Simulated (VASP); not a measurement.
KI (rock salt) is relaxed at rising pressure, each step from the one before. Symmetry mostly holds the structure type, and other phases were not tried. The mesh follows the cell, and a change of mesh leaves a small step in the series.

Given:

```
KI
1.0
    0.00000     3.59309     3.59309
    3.59309     0.00000     3.59309
    3.59309     3.59309     0.00000
K I
1 1
Direct
  0.00000   0.00000   0.00000
  0.50000   0.50000   0.50000
```

All values below come from PBE GGA, VASP's PBE PAW potentials (set 64) (plane waves; VASP 6.6.1). Numerical set-up: 500 eV cut-off, 7×7×7 Γ-centred mesh, Gaussian smearing of 0.050 eV, potentials K_sv I.

```tsv
P (GPa)	V (Å³/atom)	H − H(0) (eV/atom)	space group	k-mesh
0	46.39	0.000	Fm-3m	7×7×7
5	36.06	1.250	Fm-3m	7×7×7
10	31.77	2.302	Fm-3m	7×7×7
20	27.36	4.132	Fm-3m	8×8×8
30	(withheld)	(withheld)	Fm-3m	8×8×8
45	(withheld)	(withheld)	Fm-3m	8×8×8
```

Question: Fill in the missing entries.

Answer: 
- 30, V (Å³/atom): 24.77
- 30, H − H(0) (eV/atom): 5.752
- 45, V (Å³/atom): 22.22
- 45, H − H(0) (eV/atom): 7.944

Pressures at which the relaxation failed are left out.

The compound is KI in the rock salt structure.
